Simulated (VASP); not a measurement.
Given:

```yaml
crystal:
  lattice:
    - [0.00000, 3.23686, 3.23686]
    - [3.23686, 0.00000, 3.23686]
    - [12.89642, 12.89642, 0.05101]
  atoms:
    - { symbol: Mg, position: [0.99741, 0.99741, 0.00194] }
    - { symbol: Mg, position: [0.99941, 0.99941, 0.25044] }
    - { symbol: Mg, position: [0.99971, 0.99971, 0.50022] }
    - { symbol: Te, position: [0.25004, 0.25004, 0.06247] }
    - { symbol: Te, position: [0.25075, 0.25075, 0.31194] }
    - { symbol: Te, position: [0.25386, 0.25386, 0.55960] }
    - { symbol: Te, position: [0.24796, 0.24796, 0.81403] }
    - { symbol: Hg, position: [0.00085, 0.00085, 0.74936] }
```

Method: PBEsol GGA, VASP's PBE PAW potentials (set 64) (plane waves; VASP 6.6.1). Settings: 400 eV cut-off, 7×7×2 Γ-centred mesh, tetrahedra with Blöchl corrections, potentials Mg Te Hg.

The cores are frozen, which limits the accuracy of field gradients.

Q: Give the principal components of the electric field gradient (V/Å²) and the asymmetry η at each nucleus.

A: 
| atom | Vxx | Vyy | Vzz | η |
|---|---|---|---|---|
| Mg1 | -0.1 | -0.1 | 0.2 | - |
| Mg2 | -0.1 | -0.1 | 0.2 | - |
| Mg3 | -0.7 | -0.7 | 1.3 | 0.00 |
| Te4 | 1.6 | 1.6 | -3.1 | 0.00 |
| Te5 | 3.4 | 3.4 | -6.7 | 0.00 |
| Te6 | -81.4 | -81.4 | 162.7 | 0.00 |
| Te7 | 82.1 | 82.1 | -164.3 | 0.00 |
| Hg8 | 1.2 | 1.2 | -2.3 | 0.00 |

The structure was generated: HgMg3Te4 was put into an ordered model structure (R3m), which need not be its known phase. It was relaxed first.
